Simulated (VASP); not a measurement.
Calculation: PBEsol GGA, VASP's PBE PAW potentials (set 64) (plane waves; VASP).

The input files of a VASP run:

### INCAR
```
SYSTEM = CuAu
PREC = Accurate
ENCUT = 500
EDIFF = 1E-6
NELM = 100
ALGO = Normal
LREAL = .FALSE.
LASPH = .TRUE.
ISMEAR = 1
SIGMA = 0.1
GGA = PS
LMAXMIX = 6
LWAVE = .FALSE.
LCHARG = .FALSE.
IBRION = 2
ISIF = 3
NSW = 40
EDIFFG = -0.02
PSTRESS = 450
```

**POSCAR**
```
CuAu
1.0
  2.6685402992   0.0000000000   0.0000000000
  0.0000000000   2.6685402992   0.0000000000
  0.0000000000   0.0000000000   3.3718221136
Cu Au
1 1
Cartesian
  0.0000000000   0.0000000000   0.0000000000
  1.3342701496   1.3342701496   1.6859110568
```

**KPOINTS**
```
Automatic mesh
0
Gamma
14 14 11
0 0 0
```

POTCAR, in this order: Cu Au (PBE.64 set). Program: vasp_std.

Output

OUTCAR:
```
 ion  position               nearest neighbor table
   1  0.000  0.000  0.000-   2 2.53   2 2.53   2 2.53   2 2.53   2 2.53   2 2.53   2 2.53   2 2.53
  LATTYP: Found a simple tetragonal cell.
 ALAT       =     2.6685402992
 C/A-ratio  =     1.2635455101
 Subroutine PRICEL returns:
 Original cell was already a primitive cell.
 Subroutine GETGRP returns: Found 16 space group operations
The static configuration has the point symmetry D_4h.
The dynamic configuration has the point symmetry D_4h.
 Subroutine INISYM returns: Found 16 space group operations
 Subroutine IBZKPT returns following result:
 Found    216 irreducible k-points:

 Following reciprocal coordinates:
            Coordinates               Weight
  0.000000  0.000000  0.000000      1.000000
  0.071429  0.000000  0.000000      4.000000
  0.142857  0.000000  0.000000      4.000000
  0.214286  0.000000  0.000000      4.000000
  0.285714  0.000000  0.000000      4.000000
  0.357143  0.000000  0.000000      4.000000
  0.428571  0.000000  0.000000      4.000000
  0.500000  0.000000  0.000000      2.000000
  0.071429  0.071429  0.000000      4.000000
  0.142857  0.071429  0.000000      8.000000
  0.214286  0.071429  0.000000      8.000000
  0.285714  0.071429  0.000000      8.000000
  0.357143  0.071429  0.000000      8.000000
  0.428571  0.071429  0.000000      8.000000
  0.500000  0.071429  0.000000      4.000000
  0.142857  0.142857  0.000000      4.000000
  0.214286  0.142857  0.000000      8.000000
  0.285714  0.142857  0.000000      8.000000
  0.357143  0.142857  0.000000      8.000000
  0.428571  0.142857  0.000000      8.000000
  0.500000  0.142857  0.000000      4.000000
  0.214286  0.214286  0.000000      4.000000
  0.285714  0.214286  0.000000      8.000000
  0.357143  0.214286  0.000000      8.000000
...
```

File OSZICAR:
```
       N       E                     dE             d eps       ncg     rms          rms(c)
DAV:   1     0.123845146361E+03    0.12385E+03   -0.11447E+04  7038   0.216E+03
DAV:   2    -0.504658708151E+01   -0.12889E+03   -0.12350E+03  6648   0.335E+02
DAV:   3    -0.899419749066E+01   -0.39476E+01   -0.39119E+01  8125   0.693E+01
DAV:   4    -0.903532296623E+01   -0.41125E-01   -0.41109E-01  7458   0.584E+00
DAV:   5    -0.903650197392E+01   -0.11790E-02   -0.11790E-02  9632   0.108E+00    0.184E+01
DAV:   6    -0.822923923840E+01    0.80726E+00   -0.74022E+00  6683   0.866E+01    0.715E+00
DAV:   7    -0.800375008048E+01    0.22549E+00   -0.37859E+00  8030   0.957E+01    0.913E+00
DAV:   8    -0.783761121385E+01    0.16614E+00   -0.55124E-01  7565   0.242E+01    0.343E+00
DAV:   9    -0.782803637971E+01    0.95748E-02   -0.31056E-02 10136   0.372E+00    0.148E-01
DAV:  10    -0.782785850764E+01    0.17787E-03   -0.27963E-03  9818   0.117E+00    0.995E-02
DAV:  11    -0.782783032685E+01    0.28181E-04   -0.22022E-04 10050   0.460E-01    0.463E-02
DAV:  12    -0.782782504769E+01    0.52792E-05   -0.98425E-06  9173   0.102E-01    0.424E-03
DAV:  13    -0.782782480681E+01    0.24088E-06   -0.70625E-07  4500   0.347E-02
   1 F= -.10838783E+01 E0= -.10837701E+01  d E =-.108388E+01
       N       E                     dE             d eps       ncg     rms          rms(c)
DAV:   1    -0.786192844909E+01   -0.34103E-01   -0.16582E-01  7707   0.742E+00    0.650E-01
DAV:   2    -0.785803773809E+01    0.38907E-02   -0.36795E-02  7161   0.688E+00    0.396E-01
DAV:   3    -0.785603111993E+01    0.20066E-02   -0.16123E-02  7490   0.500E+00    0.292E-01
DAV:   4    -0.785548921111E+01    0.54191E-03   -0.10207E-03  9602   0.109E+00    0.128E-01
DAV:   5    -0.785537784645E+01    0.11136E-03   -0.22015E-04 10113   0.449E-01    0.169E-02
DAV:   6    -0.785537789187E+01   -0.45415E-07   -0.19782E-05  9879   0.106E-01    0.117E-02
DAV:   7    -0.785537759380E+01    0.29807E-06   -0.62965E-07  3828   0.240E-02
   2 F= -.10842228E+01 E0= -.10841434E+01  d E =-.344481E-03
       N       E                     dE             d eps       ncg     rms          rms(c)
DAV:   1    -0.785179873711E+01    0.35792E-02   -0.30383E-03  7686   0.101E+00    0.893E-02
DAV:   2    -0.785173063687E+01    0.68100E-04   -0.70425E-04  7098   0.948E-01    0.559E-02
DAV:   3    -0.785169014164E+01    0.40495E-04   -0.30431E-04  7531   0.701E-01    0.389E-02
DAV:   4    -0.785168078980E+01    0.93518E-05   -0.18232E-05  9677   0.140E-01    0.174E-02
DAV:   5    -0.785167895912E+01    0.18307E-05   -0.34052E-06  6512   0.610E-02    0.220E-03
DAV:   6    -0.785167898010E+01   -0.20984E-07   -0.59596E-07  3520   0.167E-02
   3 F= -.10842332E+01 E0= -.10841495E+01  d E =-.354954E-03
       N       E                     dE             d eps       ncg     rms          rms(c)
DAV:   1    -0.785222879300E+01   -0.54983E-03   -0.10662E-02  7257   0.101E+00    0.944E-02
DAV:   2    -0.785210269538E+01    0.12610E-03   -0.16469E-04  9652   0.359E-01    0.574E-02
DAV:   3    -0.785206227268E+01    0.40423E-04   -0.17430E-04  8173   0.506E-01    0.450E-02
DAV:   4    -0.785203711012E+01    0.25163E-04   -0.84657E-05  8610   0.342E-01    0.911E-03
DAV:   5    -0.785203723739E+01   -0.12728E-06   -0.31016E-06  6090   0.204E-02
   4 F= -.10844326E+01 E0= -.10843575E+01  d E =-.199335E-03
       N       E                     dE             d eps       ncg     rms          rms(c)
DAV:   1    -0.785472495832E+01   -0.26878E-02   -0.95899E-02  7250   0.301E+00    0.283E-01
DAV:   2    -0.785358879652E+01    0.11362E-02   -0.14737E-03  9633   0.106E+00    0.171E-01
DAV:   3    -0.785321534569E+01    0.37345E-03   -0.15518E-03  8195   0.150E+00    0.133E-01
DAV:   4    -0.785299650120E+01    0.21884E-03   -0.75465E-04  8580   0.103E+00    0.268E-02
DAV:   5    -0.785299782803E+01   -0.13268E-05   -0.28487E-05  7262   0.601E-02    0.125E-02
DAV:   6    -0.785299764098E+01    0.18705E-06   -0.18666E-06  5104   0.455E-02
   5 F= -.10849902E+01 E0= -.10849317E+01  d E =-.756954E-03
       N       E                     dE             d eps       ncg     rms          rms(c)
DAV:   1    -0.786126775427E+01   -0.82699E-02   -0.38507E-01  7264   0.602E+00    0.567E-01
DAV:   2    -0.785668440606E+01    0.45833E-02   -0.56713E-03  9598   0.203E+00    0.337E-01
DAV:   3    -0.785510821489E+01    0.15762E-02   -0.59759E-03  8369   0.292E+00    0.256E-01
DAV:   4    -0.785431192492E+01    0.79629E-03   -0.28987E-03  8453   0.204E+00    0.521E-02
DAV:   5    -0.785431715268E+01   -0.52278E-05   -0.10915E-04  7168   0.116E-01    0.248E-02
DAV:   6    -0.785431656809E+01    0.58459E-06   -0.82846E-06  8647   0.892E-02
   6 F= -.10858377E+01 E0= -.10857760E+01  d E =-.160448E-02
       N       E                     dE             d eps       ncg     rms          rms(c)
DAV:   1    -0.788230125281E+01   -0.27984E-01   -0.15534E+00  7278   0.121E+01    0.113E+00
DAV:   2    -0.786375063139E+01    0.18551E-01   -0.21312E-02  9558   0.375E+00    0.664E-01
DAV:   3    -0.785685655145E+01    0.68941E-02   -0.21572E-02  8756   0.542E+00    0.459E-01
DAV:   4    -0.785432354649E+01    0.25330E-02   -0.10244E-02  8336   0.392E+00    0.102E-01
DAV:   5    -0.785433800577E+01   -0.14459E-04   -0.37732E-04  7339   0.217E-01    0.486E-02
DAV:   6    -0.785433562298E+01    0.23828E-05   -0.30768E-05  9370   0.170E-01    0.107E-02
DAV:   7    -0.785433497205E+01    0.65093E-06   -0.47525E-06  6552   0.816E-02
   7 F= -.10862605E+01 E0= -.10862235E+01  d E =-.202724E-02
       N       E                     dE             d eps       ncg     rms          rms(c)
DAV:   1    -0.782303000597E+01    0.31306E-01   -0.26522E-01  6744   0.110E+01    0.100E+00
DAV:   2    -0.781295661093E+01    0.10073E-01   -0.96786E-02  6848   0.108E+01    0.511E-01
DAV:   3    -0.780856787978E+01    0.43887E-02   -0.39270E-02  7218   0.822E+00    0.414E-01
DAV:   4    -0.780774093145E+01    0.82695E-03   -0.22941E-03  8842   0.167E+00    0.202E-01
DAV:   5    -0.780757734288E+01    0.16359E-03   -0.56255E-04  9724   0.834E-01    0.348E-02
DAV:   6    -0.780756900869E+01    0.83342E-05   -0.68030E-05  9817   0.211E-01    0.440E-03
DAV:   7    -0.780756895496E+01    0.53730E-07   -0.13260E-06  4512   0.286E-02
   8 F= -.10861451E+01 E0= -.10861051E+01  d E =0.115369E-03
       N       E                     dE             d eps       ncg     rms          rms(c)
DAV:   1    -0.783866358498E+01   -0.31095E-01   -0.82559E-02  6745   0.618E+00    0.551E-01
DAV:   2    -0.783549329733E+01    0.31703E-02   -0.29200E-02  6869   0.600E+00    0.272E-01
DAV:   3    -0.783419106254E+01    0.13022E-02   -0.12099E-02  7168   0.438E+00    0.232E-01
DAV:   4    -0.783392742313E+01    0.26364E-03   -0.69552E-04  8745   0.955E-01    0.113E-01
DAV:   5    -0.783387220690E+01    0.55216E-04   -0.15779E-04  9721   0.447E-01    0.171E-02
DAV:   6    -0.783387079338E+01    0.14135E-05   -0.18127E-05  9839   0.107E-01    0.258E-03
DAV:   7    -0.783387091700E+01   -0.12363E-06   -0.23657E-07  3408   0.109E-02
   9 F= -.10865498E+01 E0= -.10865103E+01  d E =-.289349E-03
```

File OUTCAR:
```
------------------------ aborting loop because EDIFF is reached ----------------------------------------
  FORCE on cell =-STRESS in cart. coord.  units (eV):
  Direction    XX          YY          ZZ          XY          YZ          ZX
  --------------------------------------------------------------------------------------
  Total        6.7441521      6.7441521      6.7556246      0.0000000     -0.0000000      0.0000000
  in kB      449.7886517    449.7886517    450.5537869      0.0000000     -0.0000000      0.0000000
  external PRESSURE =       0.0436968 kB  Pullay stress =     450.0000000 kB
  volume of cell :       24.02
      direct lattice vectors                 reciprocal lattice vectors
     2.706204993 -0.000000000 -0.000000000     0.369521157  0.000000000  0.000000000
     0.000000000  2.706204993  0.000000000    -0.000000000  0.369521157 -0.000000000
    -0.000000000  0.000000000  3.280258458     0.000000000  0.000000000  0.304854027
 POSITION                                       TOTAL-FORCE (eV/Angst)
 -----------------------------------------------------------------------------------
      0.00000      0.00000     -0.00000         0.000000     -0.000000      0.000000
      1.35310      1.35310      1.64013        -0.000000      0.000000      0.000000
 -----------------------------------------------------------------------------------
    total drift:                                0.000000      0.000000      0.000000
  FREE ENERGIE OF THE ION-ELECTRON SYSTEM (eV)
  ---------------------------------------------------
  free  energy   TOTEN  =        -7.8338709170 eV

  energy  without entropy=       -7.8337522034  energy(sigma->0) =       -7.83383135
  enthalpy is  TOTEN    =        -1.0865498332 eV   P V=        6.7473210838

 reached required accuracy - stopping structural energy minimisation
```
(Selected blocks of OUTCAR.)

File CONTCAR:
```
CuAu
   1.00000000000000
     2.7062049929302359   -0.0000000000000000   -0.0000000000000000
     0.0000000000000000    2.7062049929302359    0.0000000000000000
    -0.0000000000000000    0.0000000000000000    3.2802584583707408
  Cu              Au
     1     1
Direct
     0.0000000000000000    0.0000000000000000    0.0000000000000000
     0.5000000000000000    0.5000000000000000    0.5000000000000000
```

The compound is CuAu in the L1_0 structure. This run relaxes it under an external pressure of 45 GPa. Symmetry was kept, so distortions that lower it aren't found.
